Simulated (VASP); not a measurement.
OSZICAR of a VASP run on Hf32O64:

### OSZICAR
```
       N       E                     dE             d eps       ncg     rms          rms(c)
DAV:   1     0.452473730064E+04    0.45247E+04   -0.25564E+05   614   0.135E+03
DAV:   2    -0.552987664828E+03   -0.50777E+04   -0.48434E+04   908   0.350E+02
DAV:   3    -0.114181668905E+04   -0.58883E+03   -0.58435E+03   716   0.126E+02
DAV:   4    -0.115650332209E+04   -0.14687E+02   -0.14643E+02   724   0.210E+01
DAV:   5    -0.115678462583E+04   -0.28130E+00   -0.28083E+00   708   0.267E+00    0.137E+02
RMM:   6    -0.966520919439E+03    0.19026E+03   -0.83547E+02   614   0.443E+01    0.777E+01
RMM:   7    -0.971599970987E+03   -0.50791E+01   -0.17796E+02   658   0.149E+01    0.215E+01
RMM:   8    -0.968974563341E+03    0.26254E+01   -0.16021E+01   626   0.695E+00    0.865E+00
RMM:   9    -0.969125355233E+03   -0.15079E+00   -0.37465E+00   627   0.345E+00    0.341E+00
RMM:  10    -0.969246925236E+03   -0.12157E+00   -0.35513E+00   630   0.277E+00    0.256E+00
RMM:  11    -0.969154263258E+03    0.92662E-01   -0.23000E-01   616   0.798E-01    0.180E+00
RMM:  12    -0.969092378265E+03    0.61885E-01   -0.69005E-01   615   0.133E+00    0.806E-01
RMM:  13    -0.969089155690E+03    0.32226E-02   -0.96392E-02   614   0.556E-01    0.348E-01
RMM:  14    -0.969088106630E+03    0.10491E-02   -0.12006E-02   665   0.138E-01    0.265E-01
RMM:  15    -0.969088028625E+03    0.78005E-04   -0.15729E-03   642   0.610E-02    0.110E-01
RMM:  16    -0.969089176560E+03   -0.11479E-02   -0.74475E-03   626   0.115E-01    0.308E-01
RMM:  17    -0.969087966486E+03    0.12101E-02   -0.61110E-03   640   0.111E-01    0.320E-02
RMM:  18    -0.969088055021E+03   -0.88535E-04   -0.90158E-04   622   0.484E-02    0.542E-02
RMM:  19    -0.969088021847E+03    0.33174E-04   -0.74457E-05   574   0.150E-02    0.170E-02
RMM:  20    -0.969088020262E+03    0.15847E-05   -0.58327E-05   463   0.106E-02
   1 F= -.96908802E+03 E0= -.96908802E+03  d E =-.969088E+03
```

Question: Which electronic solver shows in the log?

Answer: It is blocked Davidson (ALGO = Normal, or the opening steps of other solvers) and then RMM-DIIS (ALGO = Fast or VeryFast). The INCAR had ALGO = Fast.

Question: Can the final energy be trusted as converged?

Answer: Self-consistency was reached. It stopped with EDIFF = 1E-5, NELM = 100, NSW = 20 and EDIFFG = -0.03 after 1 ionic step (PBE GGA, plane waves, VASP's PBE PAW potentials (set 64)).  The supercell is sampled at Γ alone, which is coarse: total energies, pressure and levels can be off, energies of defects by several tenths of an eV.

The cell is a supercell, built from HfO2 (fluorite, the high-temperature cubic form, which is unstable at 0 K; the monoclinic form is the stable one).
